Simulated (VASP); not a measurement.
These are PBE GGA with D3 dispersion (Becke-Johnson damping), VASP's PBE PAW potentials (set 64) (plane waves; VASP) values and carry that method's errors.

The input files of a VASP run:

POSCAR:
```
Pb
1
    0.0000000000     2.4750000000     2.4750000000
    2.4750000000     0.0000000000     2.4750000000
    2.4750000000     2.4750000000     0.0000000000
Pb
1
Direct
  0.0000000000   0.0000000000   0.0000000000
```

**KPOINTS**
```
Automatic mesh
0
Gamma
14 14 14
0 0 0
```

### INCAR
```
! general
SYSTEM =Pb
PREC   =Accurate
ENCUT  =520
LREAL  =.False.
LASPH  =.True.

! electronic loop
EDIFF  =1E-7
NELM   =100
ALGO   =Normal
LMAXMIX=4

! smearing
ISMEAR =-5

! functional
GGA    =PE
IVDW   =12

! ions
ISIF   =2

! output
LWAVE  =.False.
LCHARG =.True.
LORBIT =11
NEDOS  =601
```

POTCAR, in this order: Pb_d (PBE.64 set). Program: vasp_std.

What VASP printed:

### OSZICAR
```
       N       E                     dE             d eps       ncg     rms          rms(c)
DAV:   1     0.101179531215E+03    0.10118E+03   -0.74130E+03  2312   0.148E+03
DAV:   2     0.844669136398E+00   -0.10033E+03   -0.98609E+02  2348   0.325E+02
DAV:   3    -0.346191152076E+01   -0.43066E+01   -0.42882E+01  2718   0.789E+01
DAV:   4    -0.356012312149E+01   -0.98212E-01   -0.98198E-01  2744   0.130E+01
DAV:   5    -0.356456256063E+01   -0.44394E-02   -0.44398E-02  2900   0.251E+00    0.525E-01
DAV:   6    -0.355539143329E+01    0.91711E-02   -0.14821E-02  2832   0.233E+00    0.261E-01
DAV:   7    -0.355314810506E+01    0.22433E-02   -0.64563E-03  2735   0.147E+00    0.870E-02
DAV:   8    -0.355309748560E+01    0.50619E-04   -0.39319E-04  2731   0.377E-01    0.102E-02
DAV:   9    -0.355309270049E+01    0.47851E-05   -0.10121E-05  3162   0.591E-02    0.523E-03
DAV:  10    -0.355309185844E+01    0.84205E-06   -0.10832E-06  2518   0.138E-02    0.381E-04
DAV:  11    -0.355309196979E+01   -0.11135E-06   -0.34395E-08  1498   0.349E-03    0.109E-04
DAV:  12    -0.355309196647E+01    0.33262E-08   -0.63809E-09  1345   0.128E-03
   1 F= -.39627631E+01 E0= -.39627631E+01  d E =0.000000E+00
```

File OUTCAR:
```
------------------------ aborting loop because EDIFF is reached ----------------------------------------
 Edisp (eV)   -0.40967
  FORCE on cell =-STRESS in cart. coord.  units (eV):
  Direction    XX          YY          ZZ          XY          YZ          ZX
  --------------------------------------------------------------------------------------
  Total       0.04332     0.04332     0.04332    -0.00000    -0.00000    -0.00000
  in kB       2.28874     2.28874     2.28874    -0.00000    -0.00000    -0.00000
  external pressure =        2.29 kB  Pullay stress =        0.00 kB
  volume of cell :       30.32
      direct lattice vectors                 reciprocal lattice vectors
     0.000000000  2.475000000  2.475000000    -0.202020202  0.202020202  0.202020202
     2.475000000  0.000000000  2.475000000     0.202020202 -0.202020202  0.202020202
     2.475000000  2.475000000  0.000000000     0.202020202  0.202020202 -0.202020202
 POSITION                                       TOTAL-FORCE (eV/Angst)
 -----------------------------------------------------------------------------------
      0.00000      0.00000      0.00000         0.000000      0.000000      0.000000
 -----------------------------------------------------------------------------------
    total drift:                               -0.000000     -0.000000     -0.000000
  FREE ENERGIE OF THE ION-ELECTRON SYSTEM (eV)
  ---------------------------------------------------
  free  energy   TOTEN  =        -3.9627630538 eV

  energy  without entropy=       -3.9627630538  energy(sigma->0) =       -3.96276305

 total charge

# of ion       s       p       d       tot
------------------------------------------
    1        1.403   0.746   9.810  11.959
```
(Selected blocks of OUTCAR.)

For a metal the tetrahedron method with Blöchl corrections gives inexact stress and forces.

The compound is Pb in the fcc structure. The cell was not relaxed at this level.
